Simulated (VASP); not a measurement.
# Al2InN3 (P6_3mc) in VASP: notebook

One crystal, Al2InN3, is run at these levels: PBE; tasks: relaxation of cell and atoms.

All numbers are computed with VASP 6.6.1; they aren't measurements. Logs are shortened: lines on timing, memory, paths and dates and some standing lists are left out, and cuts for length are marked.

### Step 1. The crystal as given

Symmetry: P6_3mc, No. 186, hexagonal system. The conventional cell has a = 3.360 Å, b = 3.360 Å, c = 16.300 Å, α = 90.00°, β = 90.00°, γ = 120.00°. Al (site symmetry 3m) is surrounded by 4 N at 2.04 to 2.06 Å. Al (site symmetry 3m) has 4 N at 2.04 to 2.06 Å as nearest neighbours. Around In (site symmetry 3m) lie 4 N at 2.04 to 2.05 Å. N (site symmetry 3m) has 4 Al at 2.04 to 2.06 Å as nearest neighbours. Around N (site symmetry 3m) lie 1 Al at 2.04 Å and 3 In at 2.05 Å. N (site symmetry 3m) has 1 In at 2.04 Å and 3 Al at 2.06 Å as nearest neighbours.

The cell was built by a generator and needn't be a form met in nature.

### Step 2. Relaxation of cell and atoms, PBE

Input file INCAR:

```
SYSTEM = Al2InN3
PREC = Normal ; ENCUT = 520
EDIFF = 1E-4 ; ISMEAR = 0
SIGMA = 0.15 ; LREAL = Auto
LASPH = .TRUE. ; NELM = 60
ALGO = Fast ; ISIF = 3
LWAVE = .FALSE. ; LCHARG = .FALSE.
GGA = PE ; IBRION = 2
NSW = 24 ; EDIFFG = -0.08
```

Input file KPOINTS:

```
Automatic mesh
0
G
  5 5 1
  0 0 0
```

Input file POSCAR:

```
Al2InN3
1.0
    3.3600000000      0.0000000000      0.0000000000
   -1.6800000000      2.9098453600      0.0000000000
    0.0000000000      0.0000000000     16.3000000000
Al In N
4 2 6
Direct
    0.6666666700      0.3333333300      0.5000000000
    0.6666666700      0.3333333300      0.1667000000
    0.3333333300      0.6666666700      0.0000000000
    0.3333333300      0.6666666700      0.6667000000
    0.3333333300      0.6666666700      0.3333000000
    0.6666666700      0.3333333300      0.8333000000
    0.6666666700      0.3333333300      0.6250000000
    0.6666666700      0.3333333300      0.2917000000
    0.3333333300      0.6666666700      0.4583000000
    0.3333333300      0.6666666700      0.1250000000
    0.3333333300      0.6666666700      0.7917000000
    0.6666666700      0.3333333300      0.9583000000
```

Potentials or basis: VASP PAW PBE potentials, release 64 (Al, In_d, N).

Launch:

```sh
cat potpaw_PBE.64/Al/POTCAR potpaw_PBE.64/In_d/POTCAR potpaw_PBE.64/N/POTCAR > POTCAR
mpirun -np 1 vasp_std > vasp.out
```

OUTCAR:

```text
SYSTEM = Al2InN3
   PREC = Normal
   ENCUT = 520
   EDIFF = 1E-4
   ISMEAR = 0
   LREAL = Auto
   LASPH = .TRUE.
   NELM = 60
   ISIF = 3
   GGA = PE
   IBRION = 2
   NSW = 24
   EDIFFG = -0.08

 ion  position               nearest neighbor table
   1  0.667  0.333  0.500-   7 2.04   9 2.06   9 2.06   9 2.06   4 3.34   5 3.34   5 3.34   4 3.34
                             5 3.34   4 3.34
   2  0.667  0.333  0.167-   8 2.04  10 2.06  10 2.06  10 2.06   5 3.34   5 3.34   5 3.34   3 3.34
                             3 3.34   3 3.34
   3  0.333  0.667  0.000-  10 2.04  12 2.06  12 2.06  12 2.06   6 3.34   2 3.34   2 3.34   6 3.34
                             6 3.34   2 3.34
   4  0.333  0.667  0.667-  11 2.04   7 2.06   7 2.06   7 2.06   6 3.34   6 3.34   6 3.34   1 3.34
                             1 3.34   1 3.34
   5  0.333  0.667  0.333-   9 2.04   8 2.05   8 2.05   8 2.05   2 3.34   2 3.34   2 3.34   1 3.34
                             1 3.34   1 3.34
   6  0.667  0.333  0.833-  12 2.04  11 2.05  11 2.05  11 2.05   4 3.34   4 3.34   4 3.34   3 3.34
                             3 3.34   3 3.34
   7  0.667  0.333  0.625-   1 2.04   4 2.06   4 2.06   4 2.06
   8  0.667  0.333  0.292-   2 2.04   5 2.05   5 2.05   5 2.05
   9  0.333  0.667  0.458-   5 2.04   1 2.06   1 2.06   1 2.06
  10  0.333  0.667  0.125-   3 2.04   2 2.06   2 2.06   2 2.06
  11  0.333  0.667  0.792-   4 2.04   6 2.05   6 2.05   6 2.05
  12  0.667  0.333  0.958-   6 2.04   3 2.06   3 2.06   3 2.06

  LATTYP: Found a hexagonal cell.
 ALAT       =     3.3600000000
 C/A-ratio  =     4.8511904762

  Lattice vectors:

 A1 = (   3.3600000000,   0.0000000000,   0.0000000000)
 A2 = (  -1.6800000000,   2.9098453600,   0.0000000000)
 A3 = (   0.0000000000,   0.0000000000,  16.3000000000)

Analysis of symmetry for initial positions (statically):
=====================================================================
 Subroutine PRICEL returns:
 Original cell was already a primitive cell.

 Routine SETGRP: Setting up the symmetry group for a
 hexagonal supercell.

 Subroutine GETGRP returns: Found 12 space group operations
 (whereof  6 operations were pure point group operations)
 out of a pool of 24 trial point group operations.

The static configuration has the point symmetry C_3v.
 The point group associated with its full space group is C_6v.

Analysis of symmetry for dynamics (positions and initial velocities):
=====================================================================
 Subroutine PRICEL returns:
 Original cell was already a primitive cell.

 Routine SETGRP: Setting up the symmetry group for a
 hexagonal supercell.

 Subroutine GETGRP returns: Found 12 space group operations
 (whereof  6 operations were pure point group operations)
 out of a pool of 24 trial point group operations.

The dynamic configuration has the point symmetry C_3v.
 The point group associated with its full space group is C_6v.

 Subroutine INISYM returns: Found 12 space group operations
 (whereof  6 operations are pure point group operations),
 and found     1 'primitive' translations

----------------------------------------------------------------------------------------

                                     Primitive cell

  volume of cell :     159.3664

  direct lattice vectors                    reciprocal lattice vectors
     3.360000000  0.000000000  0.000000000     0.297619048  0.171830437  0.000000000
    -1.680000000  2.909845360  0.000000000     0.000000000  0.343660874  0.000000000
     0.000000000  0.000000000 16.300000000     0.000000000  0.000000000  0.061349693

  length of vectors
     3.360000000  3.360000003 16.300000000     0.343660874  0.343660874  0.061349693

  position of ions in fractional coordinates (direct lattice)
     0.666666670  0.333333330  0.500000000
     0.666666670  0.333333330  0.166700000
     0.333333330  0.666666670  0.000000000
     0.333333330  0.666666670  0.666700000
     0.333333330  0.666666670  0.333300000
     0.666666670  0.333333330  0.833300000
     0.666666670  0.333333330  0.625000000
     0.666666670  0.333333330  0.291700000
     0.333333330  0.666666670  0.458300000
     0.333333330  0.666666670  0.125000000
     0.333333330  0.666666670  0.791700000
     0.666666670  0.333333330  0.958300000

  ion indices of the primitive-cell ions
   primitive index   ion index
                 1           1
                 2           2
                 3           3
                 4           4
                 5           5
                 6           6
                 7           7
                 8           8
                 9           9
                10          10
                11          11
                12          12

----------------------------------------------------------------------------------------

 KPOINTS: Automatic mesh

Automatic generation of k-mesh.
 Grid dimensions read from file:
 generate k-points for:    5    5    1

 Generating k-lattice:

  Cartesian coordinates                     Fractional coordinates (reciprocal lattice)
     0.059523810  0.034366087  0.000000000     0.200000000 -0.000000000  0.000000000
     0.000000000  0.068732175  0.000000000     0.000000000  0.200000000  0.000000000
     0.000000000  0.000000000  0.061349693     0.000000000  0.000000000  1.000000000

  Length of vectors
     0.068732175  0.068732175  0.061349693

  Shift w.r.t. Gamma in fractional coordinates (k-lattice)
     0.000000000  0.000000000  0.000000000

 Subroutine IBZKPT returns following result:
 ===========================================

 Found      5 irreducible k-points:

 Following reciprocal coordinates:
            Coordinates               Weight
  0.000000  0.000000  0.000000      1.000000
  0.200000 -0.000000  0.000000      6.000000
  0.400000 -0.000000  0.000000      6.000000
  0.200000  0.200000  0.000000      6.000000
  0.400000  0.200000  0.000000      6.000000
   k-points           NKPTS =      5   k-points in BZ     NKDIM =      5   number of bands    NBANDS=     41
   number of dos      NEDOS =    301   number of ions     NIONS =     12
   total plane-waves  NPLWV =  38400
   dimension x,y,z NGX =    20 NGY =   20 NGZ =   96
   dimension x,y,z NGXF=    40 NGYF=   40 NGZF=  192
   ions per type =               4   2   6
   NGX,Y,Z   is equivalent  to a cutoff of   9.90,  9.90,  9.79 a.u.
   NGXF,Y,Z  is equivalent  to a cutoff of  19.79, 19.79, 19.58 a.u.
 SYSTEM =  Al2InN3
   PREC   = normal    normal or accurate (medium, high low for compatibility)
   ISTART =      0    job   : 0-new  1-cont  2-samecut
   ICHARG =      2    charge: 1-file 2-atom 10-const
   ISPIN  =      1    spin polarized calculation?
   LNONCOLLINEAR =      F non collinear calculations
   LSORBIT =      F    spin-orbit coupling
   LASPH  =      T    aspherical Exc in radial PAW
   ENCUT  =  520.0 eV  38.22 Ry    6.18 a.u.   6.25  6.25 30.31*2*pi/ulx,y,z
   NELM   =     60;   NELMIN=  2; NELMDL= -5     # of ELM steps
   EDIFF  = 0.1E-03   stopping-criterion for ELM
   LREAL  =      T    real-space projection
   EDIFFG = -.8E-01   stopping-criterion for IOM
   NSW    =     24    number of steps for IOM
   IBRION =      2    ionic relax: 0-MD 1-quasi-New 2-CG
   NFREE  =      1    steps in history (QN), initial steepest desc. (CG)
   ISIF   =      3    stress and relaxation
   ISYM   =      2    0-nonsym 1-usesym 2-fastsym
   POTIM  = 0.5000    time-step for ionic-motion
   TEBEG  =    0.0;   TEEND  =   0.0 temperature during run
   PSTRESS=    0.0 pullay stress
   NELECT =      68.0000    total number of electrons
   NUPDOWN=      -1.0000    fix difference up-down
   EMIN   =  10.00;   EMAX   =-10.00  energy-range for DOS
   EFERMI =   0.00;   METHOD = LEGACY
   ISMEAR =     0;   SIGMA  =   0.15  broadening in eV -4-tet -1-fermi 0-gaus
   EFERMI_NEDOS =   21; number of points for ismear=-14 and -15
   IALGO  =     68    algorithm
   IMIX   =      4    mixing-type and parameters
     AMIX     =   0.40;   BMIX     =  1.00
     AMIX_MAG =   1.60;   BMIX_MAG =  1.00
  volume/ion in A,a.u.               =      13.28        89.62
  Fermi-wavevector in a.u.,A,eV,Ry     =   1.232477  2.329044 20.667248  1.519000
  Thomas-Fermi vector in A             =   2.367246
   LORBIT       =      0    0 simple, 1 ext, 2 COOP (PROOUT), +10 PAW based schemes
   GGA     = PE    functional components
   LHFCALC =     F    Hartree Fock is set to
   AEXX    =    0.0000 exact exchange contribution
   IVDW    =     0    specifies the selected vdW correction
   LEPSILON=     F    determine dielectric tensor
   LRPA    =     F    only Hartree local field effects (RPA)
 conjugate gradient relaxation of ions
 non-spin polarized calculation
 RMM-DIIS sequential band-by-band and
 Gauss-broadening in eV      SIGMA  =   0.15
  energy-cutoff  :      520.00
  volume of cell :      159.37
 maximum number of plane-waves:      4321
   NGX = 13   NGY = 13   NGZ = 61

--------------------------------------- Ionic step        1  -------------------------------------------

 number of electron      68.0000025 magnetization

 Free energy of the ion-electron system (eV)
  ---------------------------------------------------
  ext. energy  EPLUGINS =         0.00000000
  ---------------------------------------------------
  free energy    TOTEN  =       -77.72181892 eV

  energy without entropy =      -77.72181891  energy(sigma->0) =      -77.72181891

------------------------ aborting loop because EDIFF is reached ----------------------------------------

  FORCE on cell =-STRESS in cart. coord.  units (eV):
  Direction    XX          YY          ZZ          XY          YZ          ZX
  --------------------------------------------------------------------------------------
  -------------------------------------------------------------------------------------
  Total       -7.0655498     -7.0655498     -6.2178834      0.0000000     -0.0000000      0.0000000
  in kB      -71.0329335    -71.0329336    -62.5109887      0.0000000     -0.0000000      0.0000000
  external PRESSURE =     -68.1922853 kB  Pullay stress =       0.0000000 kB
[... 119 lines left out ...]
  FREE ENERGIE OF THE ION-ELECTRON SYSTEM (eV)
  ---------------------------------------------------
  free  energy   TOTEN  =       -79.1487040510 eV

  energy  without entropy=      -79.1487040510  energy(sigma->0) =      -79.14870405

[... ionic steps 4 to 7 ...]

--------------------------------------- Ionic step        8  -------------------------------------------

 number of electron      67.9999969 magnetization

------------------------ aborting loop because EDIFF is reached ----------------------------------------
[... 87 lines left out ...]
--------------------------------------- Ionic step       10  -------------------------------------------

 number of electron      67.9999969 magnetization

 Free energy of the ion-electron system (eV)
  ---------------------------------------------------
  ext. energy  EPLUGINS =         0.00000000
  ---------------------------------------------------
  free energy    TOTEN  =       -79.58569155 eV

  energy without entropy =      -79.58569155  energy(sigma->0) =      -79.58569155

 E-fermi :   7.3337     XC(G=0): -10.7751

 val. band max:        6.7240281624   @ k =   0.0000   0.0000   0.0000
 cond. band min:       7.9255660003   @ k =   0.0000   0.0000   0.0000
 fundamental gap:      1.2015378379
 Fermi energy:         7.3337310111

 k-point     1 :       0.0000    0.0000    0.0000
  band No.  band energies     occupation
      1      -8.6757      2.00000
      2      -8.5636      2.00000
      3      -8.2583      2.00000
      4      -8.2105      2.00000
      5      -7.5235      2.00000
      6      -7.2517      2.00000
[... 248 lines left out ...]
  FREE ENERGIE OF THE ION-ELECTRON SYSTEM (eV)
  ---------------------------------------------------
  free  energy   TOTEN  =       -79.5856915487 eV

  energy  without entropy=      -79.5856915475  energy(sigma->0) =      -79.58569155

 reached required accuracy - stopping structural energy minimisation
```

It took 2.3 min on 1 thread of Intel Xeon Platinum 8488C (Sapphire Rapids), shared host; peak memory 0.21 GiB.

What came out:

```
Free energy                            : -79.5857 eV
Relaxed volume                         : 12.35 Å³/atom
Relaxed cell                           : a = 3.265 Å, b = 3.265 Å, c = 16.054 Å, α = 90.00°, β = 90.00°, γ = 120.00°
Space group after relaxing (to 0.05 Å) : P6_3mc (No. 186)
Energy gained by relaxing              : 155.3 meV/atom
Ionic steps                            : 10
Pressure after relaxing                : -0.1 GPa
Largest force after relaxing           : 0.049 eV/Å
Band gap on the k mesh                 : 1.20 eV, direct
```

Forces in eV/Å, atoms in the order of the input:
```
Al   0.000  0.000  0.022
Al   0.000  0.000 -0.019
Al   0.000  0.000  0.022
Al   0.000  0.000 -0.019
In   0.000  0.000  0.019
In   0.000  0.000  0.019
N    0.000  0.000  0.006
N    0.000  0.000  0.022
N    0.000  0.000 -0.049
N    0.000  0.000  0.006
N    0.000  0.000  0.022
N    0.000  0.000 -0.049
```

The path:
```
step  energy change (eV)  largest force (eV/Å)  pressure (GPa)  volume (Å³)
   1              0.0000                3.5716           -6.82       159.37
   2             -1.4269                1.8213            3.19       146.68
   3             -1.4269                1.8271            3.29       146.66
   4             -1.8305                0.4989           -0.41       148.40
   5             -1.8308                0.4743           -0.41       148.35
   6             -1.8407                0.4885            0.50       147.84
   7             -1.8586                0.1812            0.04       148.07
   8             -1.8624                0.1018            0.09       148.10
   9             -1.8624                0.1125            0.08       148.11
  10             -1.8639                0.0493           -0.15       148.25
```

Final structure:
```xyz
12
Lattice="3.2654 0.0000 0.0000 -1.6327 2.8279 0.0000 0.0000 0.0000 16.0543" Properties=species:S:1:pos:R:3 pbc="T T T"
Al    1.6327    0.9426    8.1328
Al    1.6327    0.9426    2.5731
Al    0.0000    1.8853    0.1056
Al    0.0000    1.8853   10.6003
In    0.0000    1.8853    5.3633
In    1.6327    0.9426   13.3904
N     1.6327    0.9426   10.0309
N     1.6327    0.9426    4.4518
N     0.0000    1.8853    7.5772
N     0.0000    1.8853    2.0038
N     0.0000    1.8853   12.4790
N     1.6327    0.9426   15.6044
```

Caveat: the k mesh is coarse (spacing up to 0.43 Å⁻¹), so the values aren't converged; spin-orbit coupling is left out, which moves the levels of the heavy elements; the relaxation stopped at a loose force limit of 0.08 eV/Å, so its end isn't a converged minimum.

### Step 3. Relaxation of cell and atoms, PBE

This run uses another cell than the first one: it holds 6 atoms, not 12.

INCAR: that of step 2 with these lines changed.

```diff
@@ -3,3 +3,3 @@
 EDIFF = 1E-4 ; ISMEAR = 0
-SIGMA = 0.15 ; LREAL = Auto
+SIGMA = 0.15 ; LREAL = .FALSE.
 LASPH = .TRUE. ; NELM = 60
```

Input file KPOINTS:

```
Automatic mesh
0
G
  4 4 4
  0 0 0
```

Input file POSCAR:

```
Al2InN3
1.0
    0.0000000000      3.0330566600      5.1531542300
    2.9061361900      0.0000000000      5.1531542300
    2.9061361900      3.0330566600      0.0000000000
Al In N
2 1 3
Direct
    0.7250639400      0.7250639400      0.2749360600
    0.2749360600      0.2749360600      0.7250639400
    0.5000000000      0.5000000000      0.5000000000
    0.0000000000      0.5000000000      0.5000000000
    0.5000000000      0.0000000000      0.0000000000
    0.0000000000      0.0000000000      0.0000000000
```

Potentials or basis: VASP PAW PBE potentials, release 64 (Al, In_d, N).

Launch:

```sh
cat potpaw_PBE.64/Al/POTCAR potpaw_PBE.64/In_d/POTCAR potpaw_PBE.64/N/POTCAR > POTCAR
mpirun -np 1 vasp_std > vasp.out
```

Wall time 6.1 min (1 thread of Intel Xeon Platinum 8488C (Sapphire Rapids), shared host); peak memory 0.2 GiB.

Results (log left out):

```yaml
Free_energy: -34.7363 eV
Relaxed_volume: 13.99 Å³/atom
Relaxed_cell: a = 6.306 Å, b = 6.052 Å, c = 3.942 Å, α = 74.93°, β = 67.94°, γ = 37.13°
Space_group_after_relaxing_to_0.05_Å: Fmmm (No. 69)
Energy_gained_by_relaxing: 1849.8 meV/atom
Ionic_steps: 22
Pressure_after_relaxing: 0.3 GPa
Largest_force_after_relaxing: 0.025 eV/Å
Band_gap_on_the_k_mesh: 0.17 eV, indirect (least direct gap 0.32 eV)
```

Forces on the atoms (eV/Å):
```
Al   0.000  0.000  0.025
Al   0.000  0.000 -0.025
In   0.000  0.000  0.000
N    0.000  0.000  0.000
N    0.000  0.000  0.000
N    0.000  0.000  0.000
```

Stress tensor (GPa, compression positive):
```
 0.65  0.00  0.00
 0.00 -0.10  0.00
 0.00  0.00  0.32
```

Step by step:
```tsv
step	energy change (eV)	largest force (eV/Å)	pressure (GPa)	volume (Å³)
1	0.0000	1.5581	40.93	90.84
2	0.8971	1.4054	-17.49	147.43
3	-3.3929	2.5260	-3.30	112.43
4	-3.4444	2.5534	-0.90	110.34
5	-3.4750	2.5599	0.14	109.22
6	-4.0412	1.5210	-1.61	111.76
7	-4.2188	1.3977	-2.22	113.34
8	-4.4784	1.8287	-3.06	116.26
9	-5.1150	2.2587	-8.15	121.21
10	-5.9295	2.6522	-8.20	115.72
11	-8.3941	2.1097	-10.37	100.13
12	-5.2369	9.9647	18.01	72.72
13	-9.0108	1.3541	-9.60	94.39
14	-9.2110	1.0178	-9.09	86.53
15	-9.2844	0.0514	-10.12	89.39
16	-10.2081	2.7867	8.54	76.56
17	-10.2815	1.6504	3.09	78.88
18	-10.8601	0.6984	3.40	80.31
19	-11.0654	0.1994	4.01	81.51
20	-11.0679	0.1593	4.00	81.69
21	-11.0907	0.1189	-1.48	85.12
22	-11.0987	0.0251	0.29	83.94
```

Final structure:
```yaml
crystal:
  lattice:
    - [0.00000, 3.05551, 5.51605]
    - [2.49027, 0.00000, 5.51605]
    - [2.49027, 3.05551, 0.00000]
  atoms:
    - { symbol: Al, position: [0.83590, 0.83590, 0.16410] }
    - { symbol: Al, position: [0.16410, 0.16410, 0.83590] }
    - { symbol: In, position: [0.50000, 0.50000, 0.50000] }
    - { symbol: N, position: [0.00000, 0.50000, 0.50000] }
    - { symbol: N, position: [0.50000, 0.00000, 0.00000] }
    - { symbol: N, position: [0.00000, 0.00000, 0.00000] }
```

Levels at points of the mesh, in eV from the valence-band top:
```
           k point  band 15  band 16  band 17  band 18  band 19  band 20
(0.00, 0.00, 0.00)    -2.62    -1.96    -0.40     1.28     1.81     3.03
(0.50, 0.00, 0.00)    -1.85    -1.80    -1.39     1.73     1.78     2.67
(0.50, 0.50, 0.00)    -1.88    -0.80    -0.76     1.25     1.53     2.46
(0.50, 0.00, 0.50)    -3.54    -1.04    -0.41     1.54     2.29     4.46
(0.00, 0.50, 0.50)    -2.46    -2.07    -0.67     1.54     3.12     4.46
```

Caveat: spin-orbit coupling is left out, which moves the levels of the heavy elements; the relaxation stopped at a loose force limit of 0.08 eV/Å, so its end isn't a converged minimum.

(Continued in part 2 of 2.)
